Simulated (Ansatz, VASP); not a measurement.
# NaCuH3 in VASP and in Ansatz

```
Na Cu H
1.0
     5.07505    0.00000    0.00000
    -2.53752    4.39512    0.00000
     0.00000    0.00000    4.64339
Na Cu H
2 2 6
Cartesian
  0.0000 2.9301 3.4825
  2.5375 1.4650 1.1608
  0.0000 0.0000 0.0000
  0.0000 0.0000 2.3217
  2.5375 3.0923 3.4825
  1.1283 0.6514 3.4825
  3.9468 0.6514 3.4825
  0.0000 1.3028 1.1608
  1.4093 3.7437 1.1608
  -1.4093 3.7437 1.1608
```

Alike in both runs: functional PBE; k mesh 9 × 9 × 8; occupations gaussian, width 0.1 eV; no spin polarisation.

Ansatz relaxed the structure, and its values are those at the end. VASP's run is a single point on that final structure, the one shown.

|  | VASP | Ansatz |
| --- | --- | --- |
| version | VASP 6.6.1 | Ansatz 0.2.0 |
| potentials or method | VASP PAW PBE potentials, release 64 (Na_pv, Cu, H) | scalar-relativistic, plane waves, PAW |
| plane-wave cutoff (eV) | 520 | 420 |
| valence electrons in the cell | 42 | 62 |

Ansatz gave:

```
gap on the k mesh at the Fermi level (eV) : none
pressure (GPa)                            : 0.0
rms of the force components (eV/Å)        : 0.000
```

**Question.** Estimate VASP's values.

**Answer.** gap on the k mesh at the Fermi level (eV): none; pressure (GPa): 0.0; rms of the force components (eV/Å): 0.010.

A gap of «none» marks a metal or a gap that the smearing closes. The two sets of potentials don't hold the same shells in valence.
